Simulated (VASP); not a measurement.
Input:

```xyz
3
Lattice="0.0000 2.5977 2.5977 2.5977 0.0000 2.5977 2.5977 2.5977 0.0000" Properties=species:S:1:pos:R:3 pbc="T T T"
Cd     0.0000     0.0000     0.0000
F      1.2989     1.2989     1.2989
F      3.8966     3.8966     3.8966
```

Level of theory: LDA (Ceperley-Alder, Perdew-Zunger), VASP's LDA PAW potentials (set 64) (plane waves; VASP). Settings: 620 eV cut-off, 7×7×7 Γ-centred mesh, Gaussian smearing of 0.050 eV, potentials Cd F.

Energy and stress use the plane-wave basis of the starting cell.

Task: The ions, cell shape and volume at an external pressure of 20.0 GPa are relaxed. Which structure does the run end with?

Result: 
```xyz
3
Lattice="0.0000 2.5545 2.5545 2.5545 0.0000 2.5545 2.5545 2.5545 0.0000" Properties=species:S:1:pos:R:3 pbc="T T T"
Cd     0.0000     0.0000     0.0000
F      1.2773     1.2773     1.2773
F      3.8318     3.8318     3.8318
```
Space group Fm-3m (225), at a tolerance of 0.03 Å.

Task: How do energy and volume change from the first to the last step?

Result: The energy (σ→0) changes by +52.6 meV/atom and the volume by -4.9 %, in 3 ionic steps.

The compound is CdF2 in the fluorite structure. This run relaxes it under an external pressure of 20 GPa. Symmetry was kept, so distortions that lower it aren't found.
